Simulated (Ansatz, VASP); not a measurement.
# Si214Sb (V_Si-Sb_Si) in two plane-wave programs, part 2 of 2

Wanted: the spread between two codes on one cell, functional and k mesh. The cell is taken from a series of runs on this material, whose earlier steps may have relaxed, scaled, displaced or heated it; both programs get it as it stands.

VASP 6.6.1 and Ansatz 0.2.0.

So far: The structure; Ansatz: single point, PBE.

### Step 3. VASP: single point, PBE

Level of this step: PBE, spin-polarised from a ferromagnetic start; plane waves and PAW (Si, Sb) (VASP).

The same cell, functional, mesh and smearing now go to VASP, with its own data sets.

Lines of VASP's logs that name or quote its potential files are left out, and so is its time.

The input, INCAR:

```
SYSTEM = Si214Sb
PREC = Accurate
ENCUT = 400
EDIFF = 1E-06
NELM = 200
ISMEAR = -1
SIGMA = 0.01
LREAL = Auto
ALGO = Normal
GGA = PE
NELECT = 862
NBANDS = 581
ISPIN = 2
MAGMOM = 0 -0 -0 -0 0 0 0 0 0 0 0 0 0 0 0 0.01 0 0 0 0 0 0 0 0 0 0 0 0 0 0 0.01 0 0 0 0 0 0 -0 0.02 0.02 0 0 -0 0.02 0.01 0 0 0 0 0 0 0 0 0 0 0 0 0 0.02 -0 0.01 0 0 0 0 0 0 0 0 0 0 0 0 0 0 0 0 0.02 0 0 0 0 0 0 0 0.02 -0 0.02 0 -0 0 0.01 0.01 0 0 0 0 0 0 0 0 0.02 0.02 -0 0.14 0.13 0.13 0.01 0 0 0 0 0 0 0 0 0 -0 0 -0 0.01 0 0.01 0 0 0 0 0 0 0 0 0 -0 0 0.01 0 -0 -0 0 0 0 0 0 0 0 0 0 0 0 0 0 0.01 0 -0 0.01 0 0 0 0 0 0 0 0 0 0 0 0 0.01 0 0 0.01 0 0 0 0 0 0 0 0 -0 0 0 0.01 -0 0 -0 0 0 0 0 0 0 0 0 0 0 0 0 0.01 -0 -0 0 0 0 0 0 -0 0 0 0 0 0 0 0 0
LORBIT = 11
LWAVE = .FALSE.
LCHARG = .FALSE.
ISIF = 2
NUPDOWN = 2
LASPH = .TRUE.
GGA_COMPAT = .FALSE.
```

The input, POSCAR:

```
Si214Sb
1.0
   16.4094611260      0.0000000000      0.0000000000
    0.0000000000     16.4094611260      0.0000000000
    0.0000000000      0.0000000000     16.4094611260
Si Sb
214 1
Direct
    0.9998968572      0.9998359966      0.9999189625
    0.9997672186      0.1663652646      0.1664699043
[... 3 atom lines left out ...]
    0.0828808926      0.2497715101      0.2498666515
    0.2499430819      0.0830634785      0.2499753780
    0.2499318158      0.2498757236      0.0831316437
[... 3 atom lines left out ...]
    0.1658843887      0.1659789897      0.3330088952
[... 3 atom lines left out ...]
    0.2470945270      0.2475327289      0.4186024947
[... 10 atom lines left out ...]
    0.1658004351      0.3328955220      0.1659820091
[... 3 atom lines left out ...]
    0.2469831632      0.4184914842      0.2474984773
[... 3 atom lines left out ...]
    0.1664258179      0.3334415330      0.5008981859
    0.1664252048      0.5007994599      0.3335030633
    0.0836047206      0.4165297037      0.4166096649
[... 1 atom line left out ...]
    0.2523035011      0.4177868498      0.5810264311
    0.2523724253      0.5808086064      0.4178943400
[... 3 atom lines left out ...]
    0.1675582938      0.4994655989      0.6657088138
[... 14 atom lines left out ...]
    0.1675938049      0.6655589069      0.4995215284
[... 14 atom lines left out ...]
    0.3331224694      0.1662766719      0.1663595617
[... 3 atom lines left out ...]
    0.4185296595      0.2478998563      0.2479756065
[... 3 atom lines left out ...]
    0.3337479153      0.1673672097      0.5005544067
[... 1 atom line left out ...]
    0.5009022182      0.1669945372      0.3335649753
    0.4166124871      0.0840040164      0.4165181218
    0.4181667334      0.2551291052      0.5786718909
[... 1 atom line left out ...]
    0.5810380168      0.2533824967      0.4174617363
[... 3 atom lines left out ...]
    0.4992007694      0.1690796823      0.6642879455
[... 5 atom lines left out ...]
    0.3336757721      0.5004448097      0.1673674706
    0.5008904394      0.3334310674      0.1670041041
[... 1 atom line left out ...]
    0.4166068519      0.4164291676      0.0840526906
    0.4180700817      0.5786020703      0.2551179954
    0.5811817460      0.4172554835      0.2533076728
[... 1 atom line left out ...]
    0.3397950480      0.4951754125      0.4954245740
    0.4958024907      0.3444033975      0.4919108224
    0.4960971540      0.4919582341      0.3440538520
    0.4158365288      0.5816727705      0.5818112590
    0.5823649010      0.4162941126      0.5816854832
    0.5823861483      0.5815503011      0.4164580811
    0.3336148055      0.3336732765      0.6653129405
[... 2 atom lines left out ...]
    0.5002885131      0.5001606370      0.6659278093
    0.4167998729      0.4168175280      0.7491991996
[... 5 atom lines left out ...]
    0.4991842611      0.6642160511      0.1691376676
[... 5 atom lines left out ...]
    0.3336096541      0.6651893746      0.3338079047
[... 1 atom line left out ...]
    0.5002430335      0.6657869134      0.5002513305
[... 1 atom line left out ...]
    0.4168112638      0.7490994406      0.4169020830
[... 20 atom lines left out ...]
    0.6654051981      0.1681420074      0.4993236878
[... 15 atom lines left out ...]
    0.6654700261      0.4992486813      0.1681531363
[... 6 atom lines left out ...]
    0.6666221683      0.3330334052      0.3331727340
    0.6669765558      0.5004884903      0.5006464210
[... 38 atom lines left out ...]
    0.3493804381      0.3506623293      0.3505887528
```

The input, KPOINTS:

```
Automatic mesh
0
Gamma
1 1 1
0 0 0
```

PAW data sets: Si and Sb (PBE family, release 64).

On the command line:

```console
$ export OMP_NUM_THREADS=3
$ mpirun -np 1 vasp_gam
```

The log of the run:

```text
[banner, memory and clock lines left out]
running    1 mpi-ranks, on    1 nodes
[...]
Offloading initialized ...    1 GPUs detected
[...]
LDA part: xc-table for (Slater+PW92), standard interpolation
 POSCAR, INCAR and KPOINTS ok, starting setup
[...]
entering main loop
       N       E                     dE             d eps       ncg     rms          rms(c)
DAV:   1     0.374353034949E+04    0.37435E+04   -0.31819E+05  2324   0.106E+03
DAV:   2    -0.676868041579E+03   -0.44204E+04   -0.41291E+04  2976   0.197E+02
DAV:   3    -0.115732497678E+04   -0.48046E+03   -0.46995E+03  2864   0.583E+01
DAV:   4    -0.117112752220E+04   -0.13803E+02   -0.13693E+02  2824   0.120E+01
DAV:   5    -0.117148366691E+04   -0.35614E+00   -0.35526E+00  2816   0.204E+00BRMIX: very serious problems
 the old and the new charge density differ
 old charge density:   861.00000 new  861.99999
    0.492E+01
DAV:   6    -0.115852606482E+04    0.12958E+02   -0.77964E+00  2736   0.240E+00    0.301E+01
DAV:   7    -0.115275855919E+04    0.57675E+01   -0.16214E+01  2616   0.348E+00    0.216E+00
DAV:   8    -0.115283451683E+04   -0.75958E-01   -0.94835E-01  2680   0.988E-01    0.174E+00
DAV:   9    -0.115284916812E+04   -0.14651E-01   -0.56376E-02  2736   0.232E-01    0.118E+00
[...]
DAV:  18    -0.115289144251E+04   -0.14748E-05   -0.40946E-07  1376   0.774E-04    0.757E-03
DAV:  19    -0.115289144388E+04   -0.13742E-05   -0.13350E-06  2040   0.136E-03    0.429E-03
DAV:  20    -0.115289144386E+04    0.19751E-07   -0.50288E-07  1320   0.682E-04
   1 F= -.11528914E+04 E0= -.11528914E+04  d E =-.212260E-06  mag=     1.9999
```

From OUTCAR (step 3):

```text
 magnetization (x)
# of ion       s       p       d       tot
------------------------------------------
    1        0.000   0.001   0.000   0.001
    2       -0.000  -0.000   0.000  -0.000
    3       -0.000  -0.000   0.000  -0.000
    4       -0.000  -0.000   0.000  -0.000
    5       -0.000   0.000   0.000   0.000
    6       -0.000   0.000   0.000   0.000
[...]
213       -0.000   0.001   0.000   0.001
  214       -0.000   0.001   0.000   0.001
  215       -0.002  -0.006   0.007   0.000
--------------------------------------------------
tot          0.161   0.642   0.007   0.810
```

The run ends at a pressure of 0.25 GPa, with forces up to 0.14 eV/Å.

### Step 4. Differences

Known differences besides the potentials themselves: VASP starts from the moments at which Ansatz ended; the cutoff is 420 eV in Ansatz and 400 eV in VASP (PREC = Accurate, projectors in real space); site moments are counted in spheres of each program's own size. Total energies have different zeros and are not compared.

Compared:

```csv
quantity,Ansatz,VASP,difference
"total moment, fixed by the input (μB)",2.00,2.00,0.00
moment on Si105 (μB),0.14,0.14,0.00
moment on Si107 (μB),0.13,0.13,0.00
moment on Si106 (μB),0.13,0.12,0.00
```

At this near-relaxed geometry the largest component of a force difference is 26 meV/Å. The cell carries a charge of -1 e against a uniform background, so its pressure also hangs on how the neutralising background is counted, and in a defect's cell a gap may be the spacing between its levels.

### Step 5. Results

```
difference in moment on Si105 (single point, PBE) : 0.0030 μB
```

The difference in moment on Si105 is 0.0030 μB (single point, PBE). The data sets hold unlike numbers of valence electrons (872 in Ansatz and 862 in VASP), so part of the differences comes from the potentials. How closely two codes agree says nothing of how well the functional describes the real material.

[Lines on the potential files, build, host, timing and source positions are cut from VASP's logs without a mark.]

[Logs are printed without paths, hosts, clocks, repeated set-up lines and the standing remarks that a program may print on its own settings, such as how far it seeks lower states.]

[Hosts, paths, dates, database ids (printed as entryN), source tags and the programs' standing remarks are cut or masked in the printed files.]
